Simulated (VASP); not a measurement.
Computed with r2SCAN meta-GGA, VASP's PBE PAW potentials (set 64) (plane waves; VASP 6.6.1).

VASP input:

KPOINTS:
```
Regular mesh
0
Gamma
6 6 4
0 0 0
```

**INCAR**
```
ALGO = Normal
EDIFF = 1E-6
EDIFFG = -0.02
ENCUT = 400
IBRION = 2
ISIF = 3
ISMEAR = 0
LASPH = T
LCHARG = F
LMAXMIX = 4
LMIXTAU = T
LREAL = F
LWAVE = F
METAGGA = R2SCAN
NELM = 100
NSW = 60
PREC = Accurate
SIGMA = 0.05
SYSTEM = ZnS
```

**POSCAR**
```
ZnS
1.0
  3.7841359117   0.0000000000   0.0000000000
 -1.8920679559   3.2771575870   0.0000000000
  0.0000000000   0.0000000000   6.1931842564
Zn S
2 2
Cartesian
 -0.0000018921   2.1847728171   0.0003653725
  1.8920698479   1.0923847699   3.0969575007
 -0.0000018921   2.1847728171   2.3220787237
  1.8920698479   1.0923847699   5.4186708519
```

POTCAR, in this order: Zn S (PBE.64 set). Program: vasp_std.

Output of the run:

OUTCAR:
```
 ion  position               nearest neighbor table
   1  0.333  0.667  0.000-   4 2.32   4 2.32   4 2.32   3 2.32
   2  0.667  0.333  0.500-   3 2.32   3 2.32   3 2.32   4 2.32
   3  0.333  0.667  0.375-   2 2.32   2 2.32   2 2.32   1 2.32
   4  0.667  0.333  0.875-   1 2.32   1 2.32   1 2.32   2 2.32
  LATTYP: Found a hexagonal cell.
 ALAT       =     3.7841359117
 C/A-ratio  =     1.6366178174
 Subroutine PRICEL returns:
 Original cell was already a primitive cell.
 Subroutine GETGRP returns: Found 12 space group operations
The static configuration has the point symmetry C_3v.
 The point group associated with its full space group is C_6v.
The dynamic configuration has the point symmetry C_3v.
 Subroutine INISYM returns: Found 12 space group operations
 Subroutine IBZKPT returns following result:
 Found     21 irreducible k-points:

 Following reciprocal coordinates:
            Coordinates               Weight
  0.000000  0.000000  0.000000      1.000000
  0.166667  0.000000  0.000000      6.000000
  0.333333  0.000000  0.000000      6.000000
  0.500000  0.000000  0.000000      3.000000
  0.166667  0.166667  0.000000      6.000000
  0.333333  0.166667  0.000000     12.000000
  0.333333  0.333333  0.000000      2.000000
  0.000000  0.000000  0.250000      2.000000
  0.166667  0.000000  0.250000     12.000000
  0.333333  0.000000  0.250000     12.000000
  0.500000  0.000000  0.250000      6.000000
  0.166667  0.166667  0.250000     12.000000
  0.333333  0.166667  0.250000     24.000000
  0.333333  0.333333  0.250000      4.000000
  0.000000  0.000000  0.500000      1.000000
  0.166667  0.000000  0.500000      6.000000
  0.333333  0.000000  0.500000      6.000000
  0.500000  0.000000  0.500000      3.000000
  0.166667  0.166667  0.500000      6.000000
  0.333333  0.166667  0.500000     12.000000
...
```

File OSZICAR:
```
       N       E                     dE             d eps       ncg     rms          rms(c)
DAV:   1     0.190089546740E+03    0.19009E+03   -0.15619E+04   924   0.169E+03
DAV:   2    -0.250424569448E+02   -0.21513E+03   -0.21026E+03   996   0.349E+02
DAV:   3    -0.434592070311E+02   -0.18417E+02   -0.18355E+02  1122   0.110E+02
DAV:   4    -0.438165937575E+02   -0.35739E+00   -0.35705E+00  1056   0.161E+01
DAV:   5    -0.438230067443E+02   -0.64130E-02   -0.64125E-02  1134   0.207E+00    0.109E+01
DAV:   6    -0.396297155274E+02    0.41933E+01   -0.36859E+00  1118   0.533E+01    0.969E+00
DAV:   7    -0.369890578553E+02    0.26407E+01   -0.12241E+00   954   0.136E+01    0.455E+00
DAV:   8    -0.377437793408E+02   -0.75472E+00   -0.93517E-01   954   0.678E+00    0.160E+00
DAV:   9    -0.376980213467E+02    0.45758E-01   -0.20929E-01   948   0.410E+00    0.970E-01
DAV:  10    -0.376285266429E+02    0.69495E-01   -0.90873E-02   966   0.284E+00    0.464E-01
DAV:  11    -0.376886864232E+02   -0.60160E-01   -0.44936E-02   978   0.196E+00    0.178E-01
DAV:  12    -0.376973241416E+02   -0.86377E-02   -0.17208E-02   984   0.102E+00    0.100E-01
DAV:  13    -0.376962574495E+02    0.10667E-02   -0.10192E-03  1204   0.348E-01    0.422E-02
DAV:  14    -0.377000200605E+02   -0.37626E-02   -0.70861E-03   960   0.730E-01    0.709E-02
DAV:  15    -0.377011250897E+02   -0.11050E-02   -0.10544E-03  1080   0.399E-01    0.383E-02
DAV:  16    -0.377014037179E+02   -0.27863E-03   -0.31213E-04  1020   0.130E-01    0.840E-03
DAV:  17    -0.377014296915E+02   -0.25974E-04   -0.89072E-06  1098   0.298E-02    0.104E-02
DAV:  18    -0.377014272609E+02    0.24305E-05   -0.56622E-06  1020   0.171E-02    0.199E-03
DAV:  19    -0.377014255710E+02    0.16900E-05   -0.90323E-07   678   0.918E-03    0.143E-03
DAV:  20    -0.377014239395E+02    0.16314E-05   -0.10445E-07   558   0.476E-03    0.775E-04
DAV:  21    -0.377014240796E+02   -0.14003E-06   -0.31737E-08   588   0.169E-03
   1 F= -.37701424E+02 E0= -.37701424E+02  d E =-.377014E+02
       N       E                     dE             d eps       ncg     rms          rms(c)
DAV:   1    -0.378953592463E+02   -0.19394E+00   -0.28755E+00  1086   0.337E+01    0.326E+00
DAV:   2    -0.377284399260E+02    0.16692E+00   -0.59757E-01  1050   0.182E+01    0.133E+00
DAV:   3    -0.377073497937E+02    0.21090E-01   -0.24620E-02  1072   0.175E+00    0.663E-01
DAV:   4    -0.377018640938E+02    0.54857E-02   -0.15553E-02   924   0.947E-01    0.303E-01
DAV:   5    -0.376934175612E+02    0.84465E-02   -0.16569E-02   924   0.114E+00    0.125E-01
DAV:   6    -0.377045022603E+02   -0.11085E-01   -0.78261E-03   924   0.964E-01    0.340E-02
DAV:   7    -0.377047482227E+02   -0.24596E-03   -0.59969E-04   992   0.347E-01    0.378E-02
DAV:   8    -0.377047619917E+02   -0.13769E-04   -0.16008E-05  1100   0.414E-02    0.295E-02
DAV:   9    -0.377047465965E+02    0.15395E-04   -0.24562E-05   950   0.468E-02    0.152E-02
DAV:  10    -0.377047547255E+02   -0.81290E-05   -0.11938E-05   948   0.512E-02    0.176E-03
DAV:  11    -0.377047588420E+02   -0.41165E-05   -0.13812E-06   660   0.117E-02    0.207E-03
DAV:  12    -0.377047576372E+02    0.12049E-05   -0.50514E-07   552   0.740E-03    0.679E-04
DAV:  13    -0.377047589115E+02   -0.12743E-05   -0.73508E-08   498   0.294E-03    0.516E-04
DAV:  14    -0.377047586910E+02    0.22043E-06   -0.22359E-08   498   0.154E-03
   2 F= -.37704759E+02 E0= -.37704759E+02  d E =-.333461E-02
       N       E                     dE             d eps       ncg     rms          rms(c)
DAV:   1    -0.377321641002E+02   -0.27405E-01   -0.38755E-01  1086   0.119E+01    0.122E+00
DAV:   2    -0.377095125294E+02    0.22652E-01   -0.90441E-02  1050   0.802E+00    0.494E-01
DAV:   3    -0.377066959567E+02    0.28166E-02   -0.32754E-03   966   0.444E-01    0.239E-01
DAV:   4    -0.377060018576E+02    0.69410E-03   -0.18064E-03   924   0.334E-01    0.130E-01
DAV:   5    -0.377052352424E+02    0.76662E-03   -0.14129E-03   924   0.335E-01    0.510E-02
DAV:   6    -0.377060417126E+02   -0.80647E-03   -0.86112E-04   924   0.321E-01    0.139E-02
DAV:   7    -0.377060897588E+02   -0.48046E-04   -0.96561E-05   972   0.128E-01    0.141E-02
DAV:   8    -0.377060978630E+02   -0.81042E-05   -0.49192E-06   908   0.267E-02    0.964E-03
DAV:   9    -0.377060858417E+02    0.12021E-04   -0.15736E-05   936   0.347E-02    0.862E-03
DAV:  10    -0.377061012789E+02   -0.15437E-04   -0.61245E-06   896   0.236E-02    0.182E-03
DAV:  11    -0.377061007920E+02    0.48690E-06   -0.72011E-08   498   0.307E-03
   3 F= -.37706101E+02 E0= -.37706101E+02  d E =-.467671E-02
```

### OUTCAR
```
------------------------ aborting loop because EDIFF is reached ----------------------------------------
  FORCE on cell =-STRESS in cart. coord.  units (eV):
  Direction    XX          YY          ZZ          XY          YZ          ZX
  --------------------------------------------------------------------------------------
  Total        0.0530537      0.0530537      0.0687205     -0.0000000      0.0000000      0.0000000
  in kB        1.0904236      1.0904235      1.4124260     -0.0000000      0.0000000      0.0000000
  external PRESSURE =       1.1977577 kB  Pullay stress =       0.0000000 kB
  volume of cell :       77.95
      direct lattice vectors                 reciprocal lattice vectors
     3.802031714 -0.000000000 -0.000000000     0.263017270  0.151853103  0.000000000
    -1.901015857  3.292655803  0.000000000     0.000000000  0.303706206  0.000000000
     0.000000000  0.000000000  6.226860414     0.000000000  0.000000000  0.160594575
  FREE ENERGIE OF THE ION-ELECTRON SYSTEM (eV)
  ---------------------------------------------------
  free  energy   TOTEN  =       -37.7061007920 eV

  energy  without entropy=      -37.7061007920  energy(sigma->0) =      -37.70610079

 reached required accuracy - stopping structural energy minimisation
```
(Selected blocks of OUTCAR.)

### CONTCAR
```
ZnS
   1.00000000000000
     3.8020317137119268   -0.0000000000002730   -0.0000000000000000
    -1.9010158569064364    3.2926558027031585    0.0000000000000000
     0.0000000000000000    0.0000000000000000    6.2268604143132782
  Zn              S
     2     2
Direct
     0.3333330000000032    0.6666669999999968    0.9999911282552780
     0.6666669999999968    0.3333330000000032    0.4999911282552781
     0.3333330000000032    0.6666669999999968    0.3750088717447219
     0.6666669999999968    0.3333330000000032    0.8750088717447220
```

The structure was generated: ZnS was put into the wurtzite type (P6_3mc), which need not be its known phase. This run relaxes it. Symmetry was kept, so distortions that lower it aren't found. The start is the result of an earlier pass.
